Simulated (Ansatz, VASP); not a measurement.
# Two plane-wave programs on Sc3Te

INCAR

```
  PREC = Accurate
  ENCUT = 520
  EDIFF = 1E-7
  ISMEAR = -1
  SIGMA = 0.05
  LREAL = F
  LASPH = T
  NELM = 100
  ALGO = Fast
  ISIF = 2
  LWAVE = F
  LCHARG = F
  LMAXMIX = 4
  LDAU = T
  LDAUTYPE = 2
  LDAUL = 2 -1
  LDAUU = 3 0
  LDAUJ = 0 0
  LDAUPRINT = 1
  GGA = PE
  NBANDS = 28
```

Contents of KPOINTS:

```
Automatic mesh
0
Gamma
  5 5 5
```

The input POSCAR:

```
Sc3Te
1.0
    0.0000000000      3.5695000000      3.5695000000
    3.5695000000      0.0000000000      3.5695000000
    3.5695000000      3.5695000000      0.0000000000
Sc Te
3 1
Direct
    0.2500000000      0.2500000000      0.2500000000
    0.7500000000      0.7500000000      0.7500000000
    0.5000000000      0.5000000000      0.5000000000
    0.0000000000      0.0000000000      0.0000000000
```

input.yaml

```yaml
crystal:
  lattice:
    - [0.0, 3.5695, 3.5695]
    - [3.5695, 0.0, 3.5695]
    - [3.5695, 3.5695, 0.0]
  atoms:
    - { symbol: Sc, position: [0.25, 0.25, 0.25] }
    - { symbol: Sc, position: [0.75, 0.75, 0.75] }
    - { symbol: Sc, position: [0.5, 0.5, 0.5] }
    - { symbol: Te, position: [0.0, 0.0, 0.0] }
hamiltonian:
  xc: pbe
  pseudopotentials: { kind: paw }
  hubbard: { sites: [{ species: Sc, l: d, u_eff: 3.0 }] }
kpoints:
  mp_grid: { grid: [5, 5, 5] }
scf:
  occupations: { method: fermi_dirac, width: 0.05 }
output:
  forces: true
  stress: true
  eigenvalues: true
```

The cell was built by a generator and needn't be a form met in nature.

Alike in both runs: task single point; functional PBE; k mesh 5 × 5 × 5; occupations fermi-dirac, width 0.05 eV; no spin polarisation; Hubbard terms Sc d U = 3 eV.

|  | VASP | Ansatz |
| --- | --- | --- |
| version | VASP 6.6.1 | Ansatz 0.2.0 |
| potentials or method | VASP PAW PBE potentials, release 64 (Sc_sv, Te) | Ansatz PAW |
| plane-wave cutoff (eV) | 520 | 420 |
| valence electrons in the cell | 39 | 49 |

```tsv
	VASP	Ansatz	Ansatz less VASP
gap on the k mesh at the Fermi level (eV)	none	none	-
pressure (GPa)	6.1	5.6	-0.51
```

The programs project onto different local orbitals, so the same U acts differently. A gap of «none» marks a metal or a gap that the smearing closes. The two sets of potentials don't hold the same shells in valence.

Caveats: U without spin polarisation on a metal has little footing; the U is typed as a test and isn't derived for this compound. Spin-orbit coupling is left out, which matters for the levels of Te.
